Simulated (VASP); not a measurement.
NaPt2I, 4 atoms in the cell. Symmetry: P-3m1, No. 164, trigonal system. Conventional cell: a = 3.758 Å, b = 3.758 Å, c = 6.869 Å, α = 90.00°, β = 90.00°, γ = 120.00°. Around Na (site symmetry -3m) lie 6 Pt at 2.84 Å. Pt (site symmetry 3m) has 3 I at 2.70 Å and 3 Na at 2.84 Å as nearest neighbours. I (site symmetry -3m) is surrounded by 6 Pt at 2.70 Å. The cell was built by a generator and needn't be a form met in nature.

```yaml
Program: VASP 6.6.1
Task: single point
Functional: PBE
Potentials_or_basis: VASP PAW PBE potentials, release 64 (Na_pv, Pt, I)
Cutoff: 520 eV
k_mesh: 8 × 8 × 4
Occupations: fermi-dirac, width 0.05 eV
Spin: no spin polarisation
Further_INCAR_settings: ALGO = Normal; EDIFF = 1e-07; NBANDS = 25
```

Potentials or basis: VASP PAW PBE potentials, release 64 (Na_pv, Pt, I).

Launch:

```console
$ cat potpaw_PBE.64/Na_pv/POTCAR potpaw_PBE.64/Pt/POTCAR potpaw_PBE.64/I/POTCAR > POTCAR
$ mpirun -np 1 vasp_std > vasp.out
```

Hardware: 1 thread of Intel(R) Xeon(R) 6975P-C (Granite Rapids) (shared host).

Task: Estimate the wall time of this run.

Result: Run time: 26 s on 1 thread of Intel(R) Xeon(R) 6975P-C (Granite Rapids), with other jobs on the host, peak memory 0.23 GiB. Counts: scf iterations 13, k points 35.
